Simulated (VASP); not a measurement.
ZnCdSeS (space group P3m1): computed properties

Level of theory: PBEsol GGA, VASP's PBE PAW potentials (set 64) (plane waves; VASP 6.6.1).

For ZnCdSeS, the space group is P3m1 (156). The cell comes out as a = b = 4.0108 Å, c = 6.7210 Å, α = β = 90.00°, γ = 120.00°. The volume per atom is 23.41 Å³/atom. The band gap (over mesh and band path) is 0.58 eV and the smallest direct gap (over mesh and band path) comes out as 0.58 eV. The band-edge character is direct, Γ to Γ. The density is 5.12 g/cm³.

```
CdZnSSe
1.0
    4.01076     0.00000     0.00000
   -2.00538     3.47342     0.00000
    0.00000     0.00000     6.72099
Zn Cd Se S
1 1 1 1
Direct
  0.33333   0.66667   0.98897
  0.00000   0.00000   0.51928
  0.33333   0.66667   0.35124
  0.00000   0.00000   0.89249
```

The structure comes from a computed database's ZnCdSeS entry (P3m1); how it stands against other phases isn't given here. It was relaxed first, which changed the volume by -6 %. Symmetry was kept, so distortions that lower it aren't found.
